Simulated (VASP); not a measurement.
VASP ran on this input.

### INCAR
```
# general
SYSTEM   = MgS
PREC     = Accurate
ENCUT    = 300   # plane-wave cut-off (eV)
LREAL    = .FALSE.   # projection in real space or not
LASPH    = .TRUE.
ISYM     = 3

# electronic loop
EDIFF    = 1E-6
NELM     = 100
ALGO     = Normal   # blocked Davidson

# smearing
ISMEAR   = 0   # Gaussian
SIGMA    = 0.01

# functional
GGA      = PE
LHFCALC  = .TRUE.
AEXX     = 0.25
HFSCREEN = 0.2   # 1/Angstrom
PRECFOCK = Fast

# ions
ISIF     = 2   # forces and stress, cell fixed

# output
LWAVE    = .FALSE.
LCHARG   = .FALSE.
```

File POSCAR:
```
MgS
1
    0.0000000000     2.6294020000     2.6294020000
    2.6294020000     0.0000000000     2.6294020000
    2.6294020000     2.6294020000     0.0000000000
Mg S
1 1
Direct
  0.0000000000   0.0000000000   0.0000000000
  0.5000000000   0.5000000000   0.5000000000
```

File KPOINTS:
```
Regular mesh
0
Gamma
 4 4 4
0.5 0.5 0.5
```

POTCAR, in this order: Mg S (PBE.64 set). Program: vasp_std.

Question: Translate this HSE06 calculation to Quantum ESPRESSO's pw.x.

Answer: One equivalent input (not run):
```
&CONTROL
  calculation = 'scf'
  pseudo_dir = './pseudo'
  outdir = './out'
  tprnfor = .true.
  tstress = .false.
/
&SYSTEM
  ibrav = 0
  nat = 2
  ntyp = 2
  ecutwfc = 84
  occupations = 'smearing'
  smearing = 'gaussian'
  degauss = 0.000735
  input_dft = 'hse'
  nqx1 = 4
  nqx2 = 4
  nqx3 = 4
  screening_parameter = 0.1058
/
&ELECTRONS
  conv_thr = 7.3e-08
  electron_maxstep = 100
/
ATOMIC_SPECIES
  Mg 24.305 Mg.upf
  S 32.060 S.upf
CELL_PARAMETERS angstrom
     0.0000000    2.6294020    2.6294020
     2.6294020    0.0000000    2.6294020
     2.6294020    2.6294020    0.0000000
ATOMIC_POSITIONS crystal
  Mg   0.0000000  0.0000000  0.0000000
  S    0.5000000  0.5000000  0.5000000
K_POINTS automatic
  4 4 4 1 1 1
```
The two are equivalent in intent, not identical: the potentials are each code's own (VASP's PAW set, PseudoDojo norm-conserving files in pw.x), so ENCUT and ecutwfc are chosen apart and not converted; conv_thr bounds pw.x's estimated SCF error, while EDIFF bounds the energy change between steps.

The structure comes from a computed database's MgS entry; how it stands against other phases isn't given here. The cell was not relaxed at this level. The k-mesh is coarse (spacing up to 0.52 per Å, 2π included), so the numbers may not be converged in it. The run is one of a series of settings (KPOINTS 4×4×4 Γ-centred mesh shifted by (0.5, 0.5, 0.5) against the base run), some of them coarse on purpose.
